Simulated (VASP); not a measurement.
Given:

```
CELL_PARAMETERS angstrom
      5.78357     0.00000     0.00000
      0.00000     3.54926     0.00000
      0.00000     0.00000     6.29615
ATOMIC_POSITIONS crystal
  Ge 0.81460 0.75000 0.57781
  Ge 0.18540 0.25000 0.42219
  Ge 0.68540 0.25000 0.07781
  Ge 0.31460 0.75000 0.92219
  Pd 0.99622 0.75000 0.19099
  Pd 0.00378 0.25000 0.80901
  Pd 0.50378 0.25000 0.69099
  Pd 0.49622 0.75000 0.30901
```

The numbers are results of PBEsol GGA, VASP's PBE PAW potentials (set 64) (plane waves; VASP), not measurements. Run with 300 eV cut-off, 3×5×3 Γ-centred mesh, Gaussian smearing of 0.27 eV, potentials Ge_d Pd.

At this cut-off the stress carries a Pulay error, which pulls relaxed volumes low.

Question: Which forces act on the atoms, in eV/Å?

Answer: 
```json
[
 {"atom": "Ge1", "Fx": "-0.107", "Fy": "0.000", "Fz": "0.001"},
 {"atom": "Ge2", "Fx": "0.107", "Fy": "0.000", "Fz": "-0.001"},
 {"atom": "Ge3", "Fx": "0.107", "Fy": "0.000", "Fz": "0.001"},
 {"atom": "Ge4", "Fx": "-0.107", "Fy": "0.000", "Fz": "-0.001"},
 {"atom": "Pd5", "Fx": "-0.004", "Fy": "0.000", "Fz": "-0.069"},
 {"atom": "Pd6", "Fx": "0.004", "Fy": "0.000", "Fz": "0.069"},
 {"atom": "Pd7", "Fx": "0.004", "Fy": "0.000", "Fz": "-0.069"},
 {"atom": "Pd8", "Fx": "-0.004", "Fy": "0.000", "Fz": "0.069"}
]
```

Question: Give the stress tensor in GPa (positive for a compressed cell).

Answer: 
```
-3.15   0.00   0.00
 0.00  -3.76   0.00
 0.00   0.00  -4.13
```
The pressure is its mean diagonal, -3.68 GPa.

The structure comes from a computed database's GePd entry (Pnma); how it stands against other phases isn't given here. The cell was not relaxed at this level. The k-mesh is coarse (spacing up to 0.36 per Å, 2π included), so the numbers may not be converged in it.
